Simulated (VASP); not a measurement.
# BN: Born charges and dielectric tensor with LDA

The system is BN.

```
B N
1.0
     2.52464    0.00000    0.00000
    -1.26232    2.18640    0.00000
     0.00000    0.00000    4.17734
B N
2 2
Direct
  0.66667 0.33333 0.99970
  0.33333 0.66667 0.49970
  0.66667 0.33333 0.62530
  0.33333 0.66667 0.12530
```

Measurements of this composition are mostly on another form, of space group No. 194.

- Program: VASP 6.6.1
- Task: Born charges and dielectric tensor
- Functional: LDA
- Potentials or basis: VASP PAW LDA potentials, release 64 (B, N)
- Cutoff: 600 eV
- k mesh: 6 × 6 × 2
- Occupations: gaussian, width 0.02 eV
- Spin: no spin polarisation
- Further INCAR settings: ALGO = Fast; EDIFF = 1e-08; IBRION = 8; NSW = 1

```yaml
Band_gap_on_the_k_mesh: 4.90 eV, indirect (least direct gap 8.31 eV)
Electronic_dielectric_tensor_diagonal: 4.60, 4.60, 4.68
Born_charges_mean_of_the_diagonal: B +1.86; N -1.86 e
Highest_phonon_frequency_at_Γ_LO-TO_splitting_left_out: 1138 cm⁻¹
```

Levels at points of the mesh, in eV from the valence-band top:
```
           k point  band 4  band 5  band 6  band 7  band 8  band 9  band 10  band 11  band 12
(0.00, 0.00, 0.00)   -2.19   -2.19   -0.30    0.00    0.00    8.33     8.33     8.61     9.91
(0.50, 0.00, 0.00)   -7.92   -7.05   -5.13   -4.60   -2.17    6.70     7.88    10.59    11.63
(0.50, 0.50, 0.00)   -7.92   -7.05   -5.13   -4.59   -2.17    6.70     7.88    10.59    11.63
(0.00, 0.00, 0.50)   -5.81   -1.21   -1.21   -1.21   -1.21    9.68     9.68     9.92     9.92
(0.50, 0.00, 0.50)  -10.23   -3.88   -3.88   -3.67   -3.67    6.57     6.57    10.13    10.13
(0.50, 0.50, 0.50)  -10.23   -3.88   -3.88   -3.67   -3.67    6.57     6.57    10.13    10.13
```

Phonon frequencies in cm⁻¹ (negative: imaginary):
| q point | frequencies |
| --- | --- |
| (0.000, 0.000, 0.000) | 0 0 0 472 472 982 982 990 1056 1081 1081 1138 |

Electronic dielectric tensor:
```
4.60 0.00 0.00
0.00 4.60 0.00
0.00 0.00 4.68
```

Born effective charge tensors (e):
atom 1, B
```
1.83 0.00 0.00
0.00 1.83 0.00
0.00 0.00 1.91
```
atom 2, B
```
1.83 0.00 0.00
0.00 1.83 0.00
0.00 0.00 1.91
```
atom 3, N
```
-1.83  0.00  0.00
 0.00 -1.83  0.00
 0.00  0.00 -1.91
```
atom 4, N
```
-1.83  0.00  0.00
 0.00 -1.83  0.00
 0.00  0.00 -1.91
```

It took 80 s on 1 thread of Intel(R) Xeon(R) Platinum 8559C (Emerald Rapids), on a shared host, peak memory 0.16 GiB.

Caveat: the k mesh is coarse (spacing up to 0.75 Å⁻¹), so the values aren't converged. A k mesh can miss the band edges.
